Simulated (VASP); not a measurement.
Runs of VASP 6.6.1 on ZnRe2. Symmetry: Fm-3m, No. 225, cubic system. The conventional cell has a = 5.791 Å, b = 5.791 Å, c = 5.791 Å, α = 90.00°, β = 90.00°, γ = 90.00°. Zn (site symmetry m-3m) is surrounded by 8 Re at 2.51 Å. Around Re (site symmetry -43m) lie 4 Zn at 2.51 Å. The cell was built by a generator and needn't be a form met in nature.

```csv
level,potentials or basis,pressure (GPa)
SCAN,"VASP PAW PBE potentials, release 64 (Zn, Re)",(a)
revPBE,"VASP PAW PBE potentials, release 64 (Zn, Re)",(c)
PW91,"VASP PAW PBE potentials, release 64 (Zn, Re)",1.7
BLYP,"VASP PAW PBE potentials, release 64 (Zn, Re)",(b)
LDA,"VASP PAW LDA potentials, release 64 (Zn, Re)",-11.2
TPSS,"VASP PAW PBE potentials, release 64 (Zn, Re)",-5.0
r2SCAN,"VASP PAW PBE potentials, release 64 (Zn, Re)",-4.6
RPBE,"VASP PAW PBE potentials, release 64 (Zn, Re)",3.8
PBEsol,"VASP PAW PBE potentials, release 64 (Zn, Re)",-7.2
AM05,"VASP PAW PBE potentials, release 64 (Zn, Re)",-8.4
```

Alike in all rows: task band structure; no spin polarisation; cell as given; k mesh 8 × 8 × 8; cutoff (eV) 520; smearing fermi-dirac 0.05 eV.

Estimate the missing entries.

(a) -10.3; (b) 10.8; (c) 2.8.

Caveats: the PAW data sets were made with another functional, which shifts forces and pressure a little (some runs).

Runs at the PBE level aren't shown here.
